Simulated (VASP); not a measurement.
```yaml
crystal:
  lattice:
    - [4.15902, 0.00000, 0.00000]
    - [0.00000, 4.15902, 0.00000]
    - [0.00000, 0.00000, 4.15902]
  atoms:
    - { symbol: Ba, position: [0.00000, 0.00000, 0.00000] }
    - { symbol: Hf, position: [0.50000, 0.50000, 0.50000] }
    - { symbol: O, position: [0.50000, 0.00000, 0.50000] }
    - { symbol: O, position: [0.00000, 0.50000, 0.50000] }
    - { symbol: O, position: [0.50000, 0.50000, 0.00000] }
```

Calculation: AM05 GGA, VASP's PBE PAW potentials (set 64) (plane waves; VASP). Numerical set-up: 520 eV cut-off, 6×6×6 Γ-centred mesh, tetrahedra with Blöchl corrections, potentials Ba_sv Hf_pv O.

The cores are frozen, which limits the accuracy of field gradients.

### Question
Give the principal components of the electric field gradient (V/Å²) and the asymmetry η at each nucleus.

### Answer

```
atom  Vxx  Vyy   Vzz     η
----  ---  ---  ----  ----
Ba1   0.0  0.0   0.0     -
Hf2   0.0  0.0   0.0     -
O3    3.4  3.4  -6.9  0.00
O4    3.4  3.4  -6.9  0.00
O5    3.4  3.4  -6.9  0.00
```

The compound is BaHfO3 in the cubic perovskite structure. It was relaxed first.
